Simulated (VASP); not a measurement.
Computed with PBE GGA, VASP's PBE PAW potentials (set 64) (plane waves; VASP 6.6.1).

Input for VASP

### INCAR
```
SYSTEM = Pd
PREC = Accurate
ENCUT = 400
EDIFF = 1E-6
NELM = 100
ALGO = Normal
LREAL = .FALSE.
LASPH = .TRUE.
ISMEAR = 1
SIGMA = 0.1
GGA = PE
LMAXMIX = 4
LWAVE = .FALSE.
LCHARG = .FALSE.
IBRION = 2
ISIF = 3
NSW = 60
EDIFFG = -0.01
```

File KPOINTS:
```
Automatic mesh
0
Gamma
14 14 14
0 0 0
```

File POSCAR:
```
Pd
1
    0.0000000000     1.9690748081     1.9690748081
    1.9690748081    -0.0000000000     1.9690748081
    1.9690748081     1.9690748081    -0.0000000000
Pd
1
Direct
  0.0000000000   0.0000000000   0.0000000000
```

POTCAR, in this order: Pd (PBE.64 set). Program: vasp_std.

The run wrote:

File OSZICAR:
```
       N       E                     dE             d eps       ncg     rms          rms(c)
DAV:   1     0.316083859165E+02    0.31608E+02   -0.44572E+03  1928   0.820E+02
DAV:   2    -0.512388043142E+01   -0.36732E+02   -0.35479E+02  2021   0.171E+02
DAV:   3    -0.548381075565E+01   -0.35993E+00   -0.35750E+00  2260   0.187E+01
DAV:   4    -0.548552594258E+01   -0.17152E-02   -0.17150E-02  2109   0.122E+00
DAV:   5    -0.548554839726E+01   -0.22455E-04   -0.22454E-04  2209   0.120E-01    0.703E+00
DAV:   6    -0.521802765355E+01    0.26752E+00   -0.12831E+00  1910   0.106E+01    0.346E+00
DAV:   7    -0.520965043545E+01    0.83772E-02   -0.30973E-03  2045   0.569E-01    0.190E+00
DAV:   8    -0.520614334926E+01    0.35071E-02   -0.98194E-04  1946   0.250E-01    0.315E-02
DAV:   9    -0.520614964972E+01   -0.63005E-05   -0.81606E-06  2403   0.296E-02    0.118E-02
DAV:  10    -0.520615264084E+01   -0.29911E-05   -0.12781E-06  2065   0.125E-02    0.199E-03
DAV:  11    -0.520615253754E+01    0.10330E-06   -0.18078E-08   988   0.122E-03
   1 F= -.52061525E+01 E0= -.52055709E+01  d E =-.520615E+01
```

**OUTCAR**
```
------------------------ aborting loop because EDIFF is reached ----------------------------------------
  FORCE on cell =-STRESS in cart. coord.  units (eV):
  Direction    XX          YY          ZZ          XY          YZ          ZX
  --------------------------------------------------------------------------------------
  Total        0.0048448      0.0048448      0.0048448      0.0000000      0.0000000      0.0000000
  in kB        0.5083603      0.5083603      0.5083603      0.0000000      0.0000000      0.0000000
  external PRESSURE =       0.5083603 kB  Pullay stress =       0.0000000 kB
  volume of cell :       15.27
      direct lattice vectors                 reciprocal lattice vectors
     0.000000000  1.969074808  1.969074808    -0.253926361  0.253926361  0.253926361
     1.969074808  0.000000000  1.969074808     0.253926361 -0.253926361  0.253926361
     1.969074808  1.969074808  0.000000000     0.253926361  0.253926361 -0.253926361
 POSITION                                       TOTAL-FORCE (eV/Angst)
 -----------------------------------------------------------------------------------
      0.00000      0.00000      0.00000        -0.000000      0.000000     -0.000000
 -----------------------------------------------------------------------------------
    total drift:                                0.000000      0.000000     -0.000000
  FREE ENERGIE OF THE ION-ELECTRON SYSTEM (eV)
  ---------------------------------------------------
  free  energy   TOTEN  =        -5.2061525375 eV

  energy  without entropy=       -5.2044076940  energy(sigma->0) =       -5.20557092

 reached required accuracy - stopping structural energy minimisation
```
(Selected blocks of OUTCAR.)

**OUTCAR**
```
 val. band max:        9.2018625805   @ k =  -0.4286   0.3571   0.0000

 cond. band min:       9.2179499813   @ k =   0.5000   0.1429   0.0000


 Fermi energy:         9.2104409233

 k-point     1 :       0.0000    0.0000    0.0000
  band No.  band energies     occupation
      1       2.3351      2.00000
      2       6.5295      2.00000
      3       6.5295      2.00000
      4       6.5295      2.00000
      5       8.0523      2.00000
      6       8.0523      2.00000
      7      26.3804      0.00000
      8      30.9616      0.00000
      9      30.9616      0.00000

 k-point     2 :       0.0714    0.0000    0.0000
  band No.  band energies     occupation
      1       2.5145      2.00000
      2       6.4688      2.00000
      3       6.5898      2.00000
      4       6.5898      2.00000
      5       8.0244      2.00000
      6       8.0244      2.00000
      7      26.5522      0.00000
      8      29.7968      0.00000
      9      31.1553      0.00000

 k-point     3 :       0.1429    0.0000    0.0000
  band No.  band energies     occupation
      1       3.0182      2.00000
      2       6.3399      2.00000
      3       6.7297      2.00000
      4       6.7297      2.00000
      5       7.9864      2.00000
      6       7.9864      2.00000
      7      26.6495      0.00000
      8      27.8914      0.00000
      9      31.6754      0.00000

 k-point     4 :       0.2143    0.0000    0.0000
  band No.  band energies     occupation
      1       3.6958      2.00000
      2       6.3361      2.00000
      3       6.8195      2.00000
      4       6.8195      2.00000
      5       8.0722      2.00000
      6       8.0722      2.00000
      7      24.7303      0.00000
      8      27.5115      0.00000
      9      32.2751      0.00000

 k-point     5 :       0.2857    0.0000    0.0000
  band No.  band energies     occupation
      1       4.1777      2.00000
      2       6.7633      2.00000
      3       6.7633      2.00000
...
```

The compound is Pd in the fcc structure. It was relaxed first. The start is the result of an earlier pass.
